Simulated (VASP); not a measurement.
All values below come from PBE GGA, VASP's PBE PAW potentials (set 64) (plane waves; VASP 6.6.1).

VASP input:

**KPOINTS**
```
K-points
0
gamma
  16 16 16
```

### INCAR
```
ISMEAR = 1
NSW = 60   ! most ionic steps
ALGO = Normal   ! blocked Davidson
LASPH = .TRUE.
MAGMOM = 0.8
SYSTEM = Ni
GGA = PE   ! PBE
ENCUT = 480   ! plane-wave cut-off (eV)
LREAL = .FALSE.
EDIFF = 1E-6   ! SCF stop (eV)
SIGMA = 0.1   ! width (eV)
LWAVE = .FALSE.
LMAXMIX = 4
IBRION = 2   ! conjugate gradients
PREC = Accurate
LORBIT = 10
NELM = 100
ISPIN = 2
ISIF = 3
EDIFFG = -0.01   ! ionic stop
LCHARG = .FALSE.
```

### POSCAR
```
Ni
1
    0.0000000000     1.7600000000     1.7600000000
    1.7600000000     0.0000000000     1.7600000000
    1.7600000000     1.7600000000     0.0000000000
Ni
1
Direct
  0.0000000000   0.0000000000   0.0000000000
```

POTCAR, in this order: Ni (PBE.64 set). Program: vasp_std.

Problem. What does the run give for the energy per atom (σ→0), cell moment, volume per atom, band gap (on the k-mesh)?

Solution. 
```json
{
  "energy per atom (σ→0)": "-5.471 eV/atom",
  "cell_moment": "0.59 μB",
  "band gap (on the k-mesh)": "none (metal, semimetal or under 0.01 eV)",
  "volume_per_atom": "10.87 Å³/atom"
}
```

### OSZICAR
```
...
       N       E                     dE             d eps       ncg     rms          rms(c)
DAV:   1    -0.547285069197E+01   -0.24021E-02   -0.37500E-02  5431   0.331E+00    0.406E-01
DAV:   2    -0.547132801603E+01    0.15227E-02   -0.36851E-02  5458   0.289E+00    0.222E-01
DAV:   3    -0.547058114220E+01    0.74687E-03   -0.57100E-03  5399   0.120E+00    0.646E-02
DAV:   4    -0.547053674426E+01    0.44398E-04   -0.31119E-05  5860   0.507E-02    0.368E-02
DAV:   5    -0.547053031137E+01    0.64329E-05   -0.14510E-05  7108   0.300E-02    0.693E-03
DAV:   6    -0.547053109945E+01   -0.78808E-06   -0.36086E-07  2642   0.669E-03
   3 F= -.54705311E+01 E0= -.54706874E+01  d E =-.813023E-04  mag=     0.5938
```

The compound is Ni in the fcc structure. This run relaxes it. Symmetry was kept, so distortions that lower it aren't found.
